**Q:** I want to know what stretching does to germanium as a light emitter. These pressures fall smoothly as the cell grows. Can I trust the electronic structure that comes with them?

Diamond-structure germanium at seven fixed volumes, computed with VASP 6.6.1 using the r2SCAN functional and PBE PAW potentials with the 3d electrons in the valence, without spin polarisation or spin-orbit coupling. The plane-wave cutoff is 520 eV, the k mesh 10 × 10 × 10 for the two-atom cell, and the Gaussian smearing 0.02 eV. Pressure is positive in compression.

| volume (Å³/atom) | shortest distance (Å) | pressure (GPa) |
| --- | --- | --- |
| 20.799 | 2.382 | 8.450 |
| 21.484 | 2.408 | 5.100 |
| 22.170 | 2.433 | 2.410 |
| 22.864 | 2.458 | -0.040 |
| 23.541 | 2.482 | -1.960 |
| 24.227 | 2.506 | -3.560 |
| 24.913 | 2.529 | -4.980 |

**A:** Not on that evidence. The same runs also give the band gap, the energy between the highest filled and the lowest empty state. At a volume of 22.864 Å³ per atom, where the pressure is practically zero, the gap is 0.31 eV. At 24.227 Å³ it is zero, and the material has become a semimetal. The pressure passes through this change without a visible mark.

**Q:** Why should stretching close the gap at all?

**A:** Look at Γ, the point in the band structure where the wave is the same in every unit cell. Its lowest empty level is an antibonding combination of s orbitals, and its highest filled levels are bonding combinations of p orbitals. Longer bonds weaken the coupling between neighbours, so the antibonding level comes down relative to the bonding ones. If the stretch goes far enough, the two change places.

A common rule of thumb has couplings between neighbouring orbitals fall as one over the bond length squared. In a uniformly scaled crystal, that is the volume to the power −2/3. With V the volume per atom and V₀ = 22.864 Å³, a fit to the five cells that still have a gap gives

Γ gap = −14.07 eV + 14.38 eV × (V₀/V)^(2/3).

Take this as a good fit, not as proof of the rule. Between 21.484 and 24.227 Å³ the splitting between the bonding and antibonding s levels at Γ shrinks from 14.65 to 12.55 eV, by 14% where the rule gives 8%, while the p splitting barely moves, from 2.73 to 2.68 eV. Half the loss in the s splitting, 1.05 eV, accounts for nearly all of the 1.15 eV by which the Γ gap falls. The two fitted constants are therefore neither atomic energies nor couplings.

**Q:** Does that hold once the gap has gone?

**A:** It can be tested at 24.227 Å³, which was not part of the fit. There (V₀/V)^(2/3) is 0.962, so the formula gives 14.38 × 0.962 − 14.07 = −0.24 eV. The computed levels give −0.23 eV: the s level really has dropped below the p levels. The reported gap of zero hides this inversion. For the largest cell I have no individual levels to compare.

**Q:** So the calculation predicts a real effect. Where does it fail?

**A:** In where it starts. Real unstretched germanium has its lowest empty state at L, on the zone boundary along the bond direction, roughly 0.7 eV above the filled states. The Γ gap is roughly 0.9 eV; both are recalled values. The calculation gives 0.31 eV at Γ and about 0.42 eV at L, the latter interpolated between two other volumes. It has the order reversed, and would tell you that germanium is a direct-gap emitter before you strain it.

**Q:** Could I have spotted that without knowing the measured gaps?

**A:** You could have spotted the change of valley, though not that it comes at the wrong volume. From 21.484 Å³ onwards the gap falls by 0.11, then 0.21, then 0.28 eV per step, although the steps in volume are nearly equal. (The smallest cell is left aside: its gap lies 0.08 eV below the line for L, probably because a valley near X is lowest there.) The L level responds weakly to stretching and the Γ level strongly, so this acceleration suggests that Γ is taking over as the lowest empty state. The runs settle it with a second number, the direct gap, which compares filled and empty levels at the same point of the band structure. At 22.170 Å³ it is 0.61 eV, still above the band gap of 0.51 eV. At 22.864 Å³ the two are equal, so the lowest empty state now sits at Γ, where the filled levels have their top. To see that Γ takes over too early, you need a measurement or a better theory.

**Q:** What causes the error?

**A:** Theory points to the functional. The energy of a semilocal functional varies too smoothly as electrons are added or removed, which makes band gaps too small. It also leaves the 3d electrons too weakly bound: they lie about 25 eV below the top of the filled bands here, against roughly 29 eV as I recall from experiment. Being too close, they push the p levels up and narrow the gap further. But the gaps at Γ and L are both counted from those p levels, so this push alone isn't expected to reverse their order. For that, the empty levels must be misplaced by different amounts. Theory leads one to expect the larger error at Γ, where the level is built from s orbitals alone, than at L, where s and p mix. These runs can't separate the contributions. The PAW datasets were made for PBE, not r2SCAN, which may add an error of unknown size. The cell plays a small part as well: its zero-pressure volume is about 1% above the measured one, as I recall it, and at the slope found here that takes roughly 0.1 eV off the Γ gap. Spin-orbit coupling is missing too, but it would raise the top of the filled levels and make the gap smaller still.

**Q:** Can I just shift all the empty bands upwards?

**A:** At zero pressure that would enlarge the gap but leave Γ below L, because both would move by the same amount. At 24.227 Å³ it would miss the s level at Γ altogether, because that level is filled there. The error is clearly larger at Γ than at L, about twice as large on the rounded values recalled above, which include the spin-orbit coupling these runs lack. So the s level at Γ needs its own correction. It is about 0.6 eV at zero pressure, or nearer 0.5 eV once the slightly too large cell is allowed for. If the correction stays constant with volume, which is a guess, closure moves from 23.6 to roughly 25 Å³. The cell at 24.227 Å³ would then still be a semiconductor, while the largest cell is too close to call.

**Q:** Then why do the pressures look so healthy?

**A:** Pressure measures how the total energy of all electrons changes with volume. The inversion refills levels at Γ, one of 1000 points on the mesh, which should shift the pressure by only about 0.06 GPa, and by less on a denser mesh. Part of it is expected already at 23.541 Å³, where the s level lies within the smearing width of the Fermi energy. The pressures already scatter by up to that much around a smooth equation of state. A good pressure curve therefore can't vouch for the bands.

The pressures do have a small fault of their own. They lie 0.03 to 0.10 GPa, on average 0.07 GPa, below those derived from energy differences, in cells with and without a gap. An incomplete plane-wave basis would do this, and a run with a higher cutoff would test it. The output below gives both comparisons.

The analysis program printed:

```
fit of gdir on 5 rows (gdir > 0): constant -14.07 +/- 0.0034, coefficient of y 14.38 +/- 0.0034; rms 0.000175, worst 22.17 0.000289, leave-one-out rms 0.000321
  rows outside the fit (model, value, miss): 24.227 -0.236, 0, -0.236; 24.913 -0.4912, 0, -0.491
fit of pressure on 7 rows: coefficient of 1.5*((s/vol)**(7/3)-(s/vol)**(5/3)) 71.11 +/- 0.28, coefficient of 1.5*((s/vol)**(7/3)-(s/vol)**(5/3))*((s/vol)**(2/3)-1) 44.28 +/- 5, s 22.86; rms 0.0313, worst 22.17 -0.0631, leave-one-out rms 0.048
Gaps in eV and pressure offset in GPa:
     row  mesh gap  direct mesh gap  Gamma gap from law  L gap from line  energy less stress pressure
  20.799    0.6471            1.246               1.246           0.7299                          n/a
  21.484    0.6229           0.9182              0.9182           0.6229                       0.1002
   22.17    0.5138            0.607              0.6073           0.5191                      0.04838
  22.864    0.3086           0.3086              0.3087           0.4173                      0.03069
  23.541    0.0318           0.0318             0.03159           0.3209                       0.0622
  24.227         0                0              -0.236            0.226                      0.08178
  24.913         0                0             -0.4912           0.1338                      0.07226
Gamma gap from eigenvalues at 24.227 in eV: -0.2346
Law less eigenvalue result at 24.227 in eV: -0.001352
Change of Gamma gap per unit log volume at zero pressure in eV: -9.588
Change of Gamma gap per GPa between 23.541 and 22.170 in eV: 0.1316
Volume where the computed Gamma gap closes in cubic angstrom per atom: 23.62
L level less Gamma level at 22.864 in eV: 0.1087
L line less mesh gap at 22.170 in eV: 0.005278
L line less mesh gap at 20.799 in eV: 0.08283
Rough shortfall of the direct gap at 22.864 in eV: 0.5914
Rough closing volume after a constant shift in cubic angstrom per atom: 25.19
Mean depth of 3d levels below valence top at 21.484 in eV: 25.42
Pressure step from refilling one of 1000 mesh points in GPa: 0.06101
Mean of energy less stress pressure in GPa: 0.06592
```
